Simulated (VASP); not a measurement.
An input for Ansatz (written as the equivalent of a VASP run, and not itself run):

Ansatz 0.2 input:
```yaml
crystal:
  lattice:
    - [2.8804852, 0.0000000, 0.0000000]
    - [0.0000000, 2.8804852, 0.0000000]
    - [0.0000000, 0.0000000, 3.7765370]
  atoms:
    - { symbol: Cu, position: [0.0000000, 0.0000000, 0.0000000] }
    - { symbol: Au, position: [0.5000000, 0.5000000, 0.5000000] }
kpoints:
  mp_grid: { grid: [12, 12, 10] }
hamiltonian:
  xc: pbe
  pseudopotentials: { kind: paw }
scf:
  occupations: { method: methfessel_paxton, width: 0.1 }
  max_iter: 100
output: { forces: true, stress: true, eigenvalues: true }
```

Q: Translate this input to VASP (INCAR, KPOINTS, POSCAR, choice of POTCAR).

A: This is not unique; one that fits is 
### INCAR
```
! general
SYSTEM =CuAu
PREC   =Accurate
ENCUT  =480
LREAL  =.FALSE.   ! projection in real space or not
LASPH  =.TRUE.

! electronic loop
EDIFF  =1E-7
NELM   =100
ALGO   =Normal   ! blocked Davidson
LMAXMIX=6

! smearing
ISMEAR =1   ! Methfessel-Paxton
SIGMA  =0.1   ! width (eV)

! functional
GGA    =PE   ! PBE

! ions
ISIF   =2   ! forces and stress, cell fixed

! output
LWAVE  =.FALSE.
LCHARG =.FALSE.
```

File KPOINTS:
```
Regular mesh
0
Gamma
  12 12 10
0 0 0
```

**POSCAR**
```
CuAu
1
    2.8804852205     0.0000000000     0.0000000000
    0.0000000000     2.8804852205     0.0000000000
    0.0000000000    -0.0000000000     3.7765370179
Cu Au
1 1
Direct
  0.0000000000   0.0000000000   0.0000000000
  0.5000000000   0.5000000000   0.5000000000
```

POTCAR, in this order: Cu Au (PBE.64 set). Program: vasp_std.

What does not carry over: each code has its own PAW files, so the cut-off isn't converted (ENCUT is set for VASP's; basis.ecutwfc is left out, and Ansatz then takes the one that its files recommend); Ansatz stops its SCF on the density residual and VASP on the energy change (EDIFF).

The compound is CuAu in the L1_0 structure. This cell was strained or had an atom moved on purpose.
